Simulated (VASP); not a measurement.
# Bi2Te3 (Tellurobismuthite): input slips in a band-gap run and what they do

Aim: see how common mistakes in a band-structure run show up, on Bi2Te3 (Tellurobismuthite). The starting structure is a measured crystal structure from the Crystallography Open Database. The atoms were first relaxed with LDA in that cell, in a run that isn't shown, and the relaxed structure is the one below.

Calculated with VASP 6.6.1; Kohn-Sham DFT with plane waves and PAW; LDA.

## Step 1: The starting structure

Symmetry: R-3m, No. 166, trigonal system. The conventional cell has a = 4.386 Å, b = 4.386 Å, c = 30.497 Å, α = 90.00°, β = 90.00°, γ = 120.00°. Nearest to Bi lie 6 Te at 3.06 to 3.24 Å. Nearest to Te lie 3 Bi at 3.06 Å. Nearest to Te lie 6 Bi at 3.24 Å. Farther neighbours and most contacts between anions are not listed.

## Step 2: Reference bands

INCAR

```
SYSTEM = Bi2Te3
PREC = Accurate
ENCUT = 350
EDIFF = 1E-06
NELM = 100
ISMEAR = 0
SIGMA = 0.03
LREAL = .FALSE.
ALGO = Normal
GGA = CA
NBANDS = 39
LORBIT = 11
LWAVE = .FALSE.
LCHARG = .FALSE.
KPAR = 16
LASPH = .TRUE.
```

POSCAR

```
Bi2Te3
1.0
   -4.3860000000      0.0000000000      0.0000000000
    2.1930000000     -3.7983874210      0.0000000000
    2.1930000000      1.2661291403     10.1656666667
Bi Te
2 3
Direct
    0.2012148130      0.6006074065      0.8018222196
    0.7987851870      0.3993925935      0.1981777804
    0.5781308415      0.7890654207      0.3671962622
    0.4218691585      0.2109345793      0.6328037378
    0.0000000000      0.0000000000      0.0000000000
```

KPOINTS

```
Automatic mesh
0
Gamma
6 6 6
0 0 0
```

KPOINTS_OPT

```
Line mode
8
Line-mode
Reciprocal
  0.00000000   0.00000000   0.00000000 GAMMA
  0.00000000  -0.50000000   0.00000000 L

  0.00000000  -0.50000000   0.00000000 L
 -0.35401678  -0.32299161   0.17700839 B1

 -0.32299161  -0.32299161  -0.17700839 B
  0.00000000   0.00000000  -0.50000000 Z

  0.00000000   0.00000000  -0.50000000 Z
  0.00000000   0.00000000   0.00000000 GAMMA

  0.00000000   0.00000000   0.00000000 GAMMA
 -0.33850420  -0.33850420   0.33850420 X

 -0.33850420  -0.32299161   0.00000000 Q
 -0.50000000   0.00000000   0.00000000 F

 -0.50000000   0.00000000   0.00000000 F
 -0.48448741   0.00000000  -0.17700839 P1

 -0.48448741   0.00000000  -0.17700839 P1
  0.00000000   0.00000000  -0.50000000 Z

  0.00000000  -0.50000000   0.00000000 L
  0.00000000  -0.48448741  -0.33850420 P
```

Potentials, in the order of the species: Bi_d and Te (LDA family, release 64).

Started as:

```bash
> mpirun -np 16 vasp_std
```

Log:

```text
[banner, memory and clock lines left out]
running   16 mpi-ranks, on    1 nodes
 distrk:  each k-point on    1 cores,   16 groups
 distr:  one band on    1 cores,    1 groups

 POSCAR found type information on POSCAR BiTe
 POSCAR found :  2 types and       5 ions
|                                                                             |
|           W    W    AA    RRRRR   N    N  II  N    N   GGGG   !!!           |
|           W    W   A  A   R    R  NN   N  II  NN   N  G    G  !!!           |
|           W    W  A    A  R    R  N N  N  II  N N  N  G       !!!           |
|           W WW W  AAAAAA  RRRRR   N  N N  II  N  N N  G  GGG   !            |
|           WW  WW  A    A  R   R   N   NN  II  N   NN  G    G                |
|           W    W  A    A  R    R  N    N  II  N    N   GGGG   !!!           |
|                                                                             |
|     For optimal performance we recommend to set                             |
|       NCORE = 2 up to number-of-cores-per-socket                            |
|     NCORE specifies how many cores store one orbital (NPAR=cpu/NCORE).      |
|     This setting can greatly improve the performance of VASP for DFT.       |
|     The default, NCORE=1 might be grossly inefficient on modern             |
|     multi-core architectures or massively parallel machines. Do your        |
|     Unfortunately you need to use the default for GW and RPA                |
|     calculations (for HF NCORE is supported but not extensively tested      |
|     yet).                                                                   |
|                                                                             |

 LDA part: xc-table for (Slater(with rela. corr.)+CA(PZ))
 , standard interpolation
 POSCAR, INCAR and KPOINTS ok, starting setup
 FFT: planning ... GRIDC
 FFT: planning ... GRID_SOFT
 FFT: planning ... GRID
 WAVECAR not read
 entering main loop
       N       E                     dE             d eps       ncg     rms          rms(c)
DAV:   1     0.375853268492E+03    0.37585E+03   -0.17112E+04  2496   0.900E+02
DAV:   2     0.177438782253E+02   -0.35811E+03   -0.33990E+03  2616   0.275E+02
DAV:   3    -0.203513384514E+02   -0.38095E+02   -0.37067E+02  3084   0.106E+02
DAV:   4    -0.218078782070E+02   -0.14565E+01   -0.14521E+01  2963   0.234E+01
DAV:   5    -0.218826239968E+02   -0.74746E-01   -0.74741E-01  3666   0.478E+00    0.755E+00
DAV:   6    -0.215890195580E+02    0.29360E+00   -0.25559E-01  3488   0.378E+00    0.531E+00
DAV:   7    -0.215804603058E+02    0.85593E-02   -0.15389E-01  3101   0.149E+00    0.122E+00
DAV:   8    -0.215780614347E+02    0.23989E-02   -0.22719E-02  2889   0.742E-01    0.455E-01
DAV:   9    -0.215775365743E+02    0.52486E-03   -0.24240E-03  3166   0.271E-01    0.277E-01
DAV:  10    -0.215775704607E+02   -0.33886E-04   -0.64060E-04  2929   0.996E-02    0.516E-02
DAV:  11    -0.215775676844E+02    0.27763E-05   -0.26776E-05  2838   0.315E-02    0.234E-02
DAV:  12    -0.215775697723E+02   -0.20879E-05   -0.12847E-05  3068   0.143E-02    0.130E-02
DAV:  13    -0.215775698320E+02   -0.59719E-07   -0.72017E-07  1802   0.462E-03
   1 F= -.21577570E+02 E0= -.21577570E+02  d E =-.187431E-08
 Start KPOINTS_OPT (optional k-point list driver)
k-point batch [1-32\72]
       N       E                     dE             ncg
DAV:   1     0.243541934011E+04   -0.17040E+05     2504
DAV:   2    -0.903479726317E+04   -0.11470E+05     2693
DAV:   3    -0.102893357018E+05   -0.12545E+04     3076
DAV:   4    -0.103379155606E+05   -0.48580E+02     2985
DAV:   5    -0.103403052007E+05   -0.23896E+01     3655
DAV:   6    -0.103403331212E+05   -0.27920E-01     3267
DAV:   7    -0.103403339753E+05   -0.85415E-03     3640
DAV:   8    -0.103403339858E+05   -0.10494E-04     2874
DAV:   9    -0.103403339863E+05   -0.47526E-06     1819
[...]
k-point batch [65-72\72]
       N       E                     dE             ncg
DAV:   1     0.229132927213E+05   -0.82692E+04      648
DAV:   2     0.200515829062E+05   -0.28617E+04      671
DAV:   3     0.197582733410E+05   -0.29331E+03      803
DAV:   4     0.197474928496E+05   -0.10780E+02      752
DAV:   5     0.197469695821E+05   -0.52327E+00      921
DAV:   6     0.197469610866E+05   -0.84955E-02      832
DAV:   7     0.197469608986E+05   -0.18796E-03      929
DAV:   8     0.197469608956E+05   -0.30796E-05      682
DAV:   9     0.197469608954E+05   -0.15143E-06      473
```

Run time: 11 s. Hardware: 16 MPI ranks of Intel Xeon 6975P-C (Granite Rapids), shared host; peak memory 4.9 GiB; 2.7 min of CPU time.

The logs omit lines about the potential files and the build; timing stands in the text.

OUTCAR, selected parts (step 2):

```text
ion  position               nearest neighbor table
   1  0.201  0.601  0.802-   4 3.06   4 3.06   4 3.06   5 3.24   5 3.24   5 3.24
   2  0.799  0.399  0.198-   3 3.06   3 3.06   3 3.06   5 3.24   5 3.24   5 3.24
   3  0.578  0.789  0.367-   2 3.06   2 3.06   2 3.06
   4  0.422  0.211  0.633-   1 3.06   1 3.06   1 3.06
   5  0.000  0.000  0.000-   1 3.24   2 3.24   2 3.24   1 3.24   2 3.24   1 3.24

  LATTYP: Found a trigonal (rhomboedric) cell.
 ALAT       =    10.4763118882
 COS(alpha) =     0.9123624111

 Subroutine GETGRP returns: Found 12 space group operations
 (whereof 12 operations were pure point group operations)

The static configuration has the point symmetry D_3d.

 Found     32 irreducible k-points:

   k-points           NKPTS =     32   k-points in BZ     NKDIM =     32   number of bands    NBANDS=     39

   dimension x,y,z NGX =    28 NGY =   28 NGZ =   64
   dimension x,y,z NGXF=    56 NGYF=   56 NGZF=  128

   ENCUT  =  350.0 eV  25.72 Ry    5.07 a.u.   6.69  6.69 15.98*2*pi/ulx,y,z

   NELECT =      48.0000    total number of electrons

 k-points in reciprocal lattice and weights: Automatic mesh
   0.00000000  0.00000000  0.00000000       0.005
   0.16666667  0.00000000  0.00000000       0.028
   0.33333333  0.00000000  0.00000000       0.028
   0.50000000  0.00000000  0.00000000       0.014
   0.00000000  0.16666667  0.00000000       0.028
   0.16666667  0.16666667  0.00000000       0.056
   0.33333333  0.16666667  0.00000000       0.056
   0.00000000  0.33333333  0.00000000       0.028
   0.16666667  0.33333333  0.00000000       0.056
[...]
0.16666667  0.16666667  0.33333333       0.028
   0.00000000  0.00000000  0.50000000       0.005

 average (electrostatic) potential at core
       1-105.2878       2-105.2878       3 -89.0952       4 -89.0952       5 -88.9140

 E-fermi :   6.0900

 k-point     1 :       0.0000    0.0000    0.0000
  band No.  band energies     occupation
    ...
     20       4.3109      2.00000
     21       4.3109      2.00000
     22       5.1312      2.00000
     23       5.1312      2.00000
     24       5.9890      2.00000
     25       6.1910      0.00000
     26       6.6545      0.00000
     27       6.6545      0.00000
     28       7.8713      0.00000
     29       8.0903      0.00000
    ...

 k-point     2 :       0.1667    0.0000    0.0000
  band No.  band energies     occupation
    ...
     20       4.2962      2.00000
     21       4.4516      2.00000
     22       4.8859      2.00000
     23       5.0174      2.00000
     24       5.5223      2.00000
     25       7.0361      0.00000
     26       7.2595      0.00000
     27       7.3263      0.00000
     28       8.0887      0.00000
     29       8.2591      0.00000
    ...

 k-point     3 :       0.3333    0.0000    0.0000
  band No.  band energies     occupation
    ...
     20       3.7892      2.00000
     21       3.8087      2.00000
     22       4.3758      2.00000
     23       4.4230      2.00000
     24       4.6520      2.00000
     25       7.4974      0.00000
     26       7.9375      0.00000
     27       8.4436      0.00000
     28       8.5485      0.00000
     29       8.6334      0.00000
    ...

  Total       -1.4808515     -1.4808515     -1.5960898      0.0000000      0.0000000      0.0000000
  in kB      -14.0093619    -14.0093619    -15.0995554      0.0000000      0.0000000      0.0000000
  external PRESSURE =     -14.3727597 kB  Pullay stress =       0.0000000 kB

  energy-cutoff  :      350.00
  volume of cell :      169.36
      direct lattice vectors                 reciprocal lattice vectors
    -4.386000000  0.000000000  0.000000000    -0.227998176 -0.131634808  0.065580221
     2.193000000 -3.798387421  0.000000000     0.000000000 -0.263269617  0.032790111
     2.193000000  1.266129140 10.165666667     0.000000000  0.000000000  0.098370332

 POSITION                                       TOTAL-FORCE (eV/Angst)
 -----------------------------------------------------------------------------------
      2.19300     -1.26613      8.15106        -0.000000     -0.000000      0.001686
     -2.19300     -1.26613      2.01461         0.000000      0.000000     -0.001686
     -0.00000     -2.53226      3.73279        -0.000000     -0.000000      0.002314
      0.00000     -0.00000      6.43287         0.000000      0.000000     -0.002314
      0.00000      0.00000      0.00000         0.000000      0.000000      0.000000
 -----------------------------------------------------------------------------------
    total drift:                                0.000000     -0.000000      0.000000

  FREE ENERGIE OF THE ION-ELECTRON SYSTEM (eV)
  ---------------------------------------------------
  free  energy   TOTEN  =       -21.5775698320 eV

  energy  without entropy=      -21.5775698301  energy(sigma->0) =      -21.57756983

 total charge
# of ion       s       p       d       tot
------------------------------------------
    1        1.599   1.156   9.942  12.697
    2        1.599   1.156   9.942  12.697
    3        1.412   1.915   0.026   3.353
    4        1.412   1.915   0.026   3.353
    5        1.393   1.977   0.025   3.395
--------------------------------------------------
tot          7.416   8.118  19.961  35.495

[... 3 further parts left out ...]
```

Spin-orbit coupling is off here; with elements this heavy it can split and shift levels by tenths of an eV, and by up to about 1 eV where a band edge is a 6p state.

The reference gap is 0.202 eV.

## Step 3: Bands with a wide metal-type smearing

A slip made on purpose: a wide metal-type smearing. Against step 2 the input has ISMEAR = 1 and SIGMA = 1 (also changed: NELM).

INCAR, as its differences from that of step 2:

```diff
@@ -4,5 +4,5 @@
 EDIFF = 1E-06
-NELM = 100
-ISMEAR = 0
-SIGMA = 0.03
+NELM = 60
+ISMEAR = 1
+SIGMA = 1
 LREAL = .FALSE.
```

POSCAR is that of step 2.

KPOINTS is that of step 2.

KPOINTS_OPT is that of step 2.

Started as:

```bash
> mpirun -np 16 vasp_std
```

Log:

```text
[banner, memory and clock lines left out]
running   16 mpi-ranks, on    1 nodes
[...]
[... a notice as in an earlier step ...]

 LDA part: xc-table for (Slater(with rela. corr.)+CA(PZ))
 , standard interpolation
 POSCAR, INCAR and KPOINTS ok, starting setup
[...]
entering main loop
       N       E                     dE             d eps       ncg     rms          rms(c)
DAV:   1     0.375865840978E+03    0.37587E+03   -0.17112E+04  2496   0.900E+02
DAV:   2     0.178247371833E+02   -0.35804E+03   -0.34000E+03  2616   0.275E+02
DAV:   3    -0.201701543487E+02   -0.37995E+02   -0.37020E+02  3084   0.106E+02
DAV:   4    -0.216253566349E+02   -0.14552E+01   -0.14506E+01  2963   0.234E+01
[...]
DAV:  11    -0.213769459652E+02    0.31519E-05   -0.22659E-05  2799   0.311E-02    0.218E-02
DAV:  12    -0.213769479617E+02   -0.19964E-05   -0.12877E-05  3037   0.138E-02    0.133E-02
DAV:  13    -0.213769479849E+02   -0.23192E-07   -0.79948E-07  1848   0.480E-03
   1 F= -.21376948E+02 E0= -.21538460E+02  d E =0.484536E+00
 Start KPOINTS_OPT (optional k-point list driver)
k-point batch [1-32\72]
       N       E                     dE             ncg
DAV:   1     0.242605296155E+04   -0.17049E+05     2504
DAV:   2    -0.904464350964E+04   -0.11471E+05     2693
DAV:   3    -0.102995329863E+05   -0.12549E+04     3076
DAV:   4    -0.103481171523E+05   -0.48584E+02     2985
DAV:   5    -0.103505039984E+05   -0.23868E+01     3654
DAV:   6    -0.103505332132E+05   -0.29215E-01     3275
DAV:   7    -0.103505340631E+05   -0.84983E-03     3633
DAV:   8    -0.103505340738E+05   -0.10751E-04     2873
DAV:   9    -0.103505340743E+05   -0.47828E-06     1819
[...]
k-point batch [65-72\72]
       N       E                     dE             ncg
DAV:   1     0.229109453299E+05   -0.82715E+04      648
DAV:   2     0.200490923336E+05   -0.28619E+04      671
DAV:   3     0.197557071637E+05   -0.29339E+03      803
DAV:   4     0.197449247896E+05   -0.10782E+02      752
DAV:   5     0.197444007681E+05   -0.52402E+00      929
DAV:   6     0.197443933062E+05   -0.74619E-02      832
DAV:   7     0.197443931214E+05   -0.18478E-03      937
DAV:   8     0.197443931186E+05   -0.27770E-05      682
DAV:   9     0.197443931185E+05   -0.14549E-06      473
```

It took 11 s on 16 MPI ranks; peak memory 4.9 GiB.

From OUTCAR (step 3):

```text
  Total       -1.7103618     -1.7103618     -2.0497376     -0.0000000      0.0000000      0.0000000
  in kB      -16.1806073    -16.1806073    -19.3912189     -0.0000000      0.0000000      0.0000000
  external PRESSURE =     -17.2508112 kB  Pullay stress =       0.0000000 kB

 POSITION                                       TOTAL-FORCE (eV/Angst)
 -----------------------------------------------------------------------------------
      2.19300     -1.26613      8.15106        -0.000000      0.000000     -0.031926
     -2.19300     -1.26613      2.01461         0.000000     -0.000000      0.031926
     -0.00000     -2.53226      3.73279         0.000000      0.000000     -0.037770
      0.00000     -0.00000      6.43287        -0.000000     -0.000000      0.037770
      0.00000      0.00000      0.00000         0.000000      0.000000      0.000000
 -----------------------------------------------------------------------------------
    total drift:                                0.000000     -0.000000      0.000000

  FREE ENERGIE OF THE ION-ELECTRON SYSTEM (eV)
  ---------------------------------------------------
  free  energy   TOTEN  =       -21.3769479849 eV

  energy  without entropy=      -21.8614839823  energy(sigma->0) =      -21.53845998

[... 2 parts as in an earlier step ...]

[... 1 further part left out ...]
[key lines of the parts left out:]
E-fermi :   6.1371
```

With a wide metal-type smearing the gap is 0.211 eV, +0.009 eV from the reference.

## Step 4: Bands with a hybrid's name typed into the meta-GGA tag

A slip made on purpose: a hybrid's name typed into the meta-GGA tag. Against step 2 the input has METAGGA = HSE06 and no GGA (also changed: NELM).

INCAR

```
SYSTEM = Bi2Te3
PREC = Accurate
ENCUT = 350
EDIFF = 1E-06
NELM = 60
ISMEAR = 0
SIGMA = 0.03
LREAL = .FALSE.
ALGO = Normal
NBANDS = 39
LORBIT = 11
LWAVE = .FALSE.
LCHARG = .FALSE.
KPAR = 16
LASPH = .TRUE.
METAGGA = HSE06
```

POSCAR is that of step 3.

KPOINTS is that of step 3.

KPOINTS_OPT is that of step 3.

Started as:

```bash
> mpirun -np 16 vasp_std
```

Log:

```text
[banner, memory and clock lines left out]
running   16 mpi-ranks, on    1 nodes
[...]
|                                                                             |
|           W    W    AA    RRRRR   N    N  II  N    N   GGGG   !!!           |
|           W    W   A  A   R    R  NN   N  II  NN   N  G    G  !!!           |
|           W    W  A    A  R    R  N N  N  II  N N  N  G       !!!           |
|           W WW W  AAAAAA  RRRRR   N  N N  II  N  N N  G  GGG   !            |
|           WW  WW  A    A  R   R   N   NN  II  N   NN  G    G                |
|           W    W  A    A  R    R  N    N  II  N    N   GGGG   !!!           |
|                                                                             |
|     For optimal performance we recommend to set                             |
|       NCORE = 2 up to number-of-cores-per-socket                            |
|     NCORE specifies how many cores store one orbital (NPAR=cpu/NCORE).      |
|     This setting can greatly improve the performance of VASP for DFT.       |
[...]
|     calculations (for HF NCORE is supported but not extensively tested      |
|     yet).                                                                   |
|                                                                             |

|                                                                             |
|     EEEEEEE  RRRRRR   RRRRRR   OOOOOOO  RRRRRR      ###     ###     ###     |
|     E        R     R  R     R  O     O  R     R     ###     ###     ###     |
|     E        R     R  R     R  O     O  R     R     ###     ###     ###     |
|     EEEEE    RRRRRR   RRRRRR   O     O  RRRRRR       #       #       #      |
|     E        R   R    R   R    O     O  R   R                               |
|     E        R    R   R    R   O     O  R    R      ###     ###     ###     |
|     EEEEEEE  R     R  R     R  OOOOOOO  R     R     ###     ###     ###     |
|                                                                             |
|     Error: One of the selected functionals does not exist.                  |
|                                                                             |
|       ---->  I REFUSE TO CONTINUE WITH THIS SICK JOB ... BYE!!! <----       |
|                                                                             |

1
1
1
1
1
1
1
1
1
1
1
1
1
1
1
1
```

It took 8.6 s on 16 MPI ranks.

VASP stopped with this message: “Error: One of the selected functionals does not exist”.

[end of part 1 of 2]

[Lines on the potential files, build, host, timing and source positions are cut from VASP's logs without a mark.]

[Logs are printed without paths, hosts, clocks, repeated set-up lines and the standing remarks that a program may print on its own settings, such as how far it seeks lower states.]

[Hosts, paths, dates, database ids (printed as entryN), source tags and the programs' standing remarks are cut or masked in the printed files.]
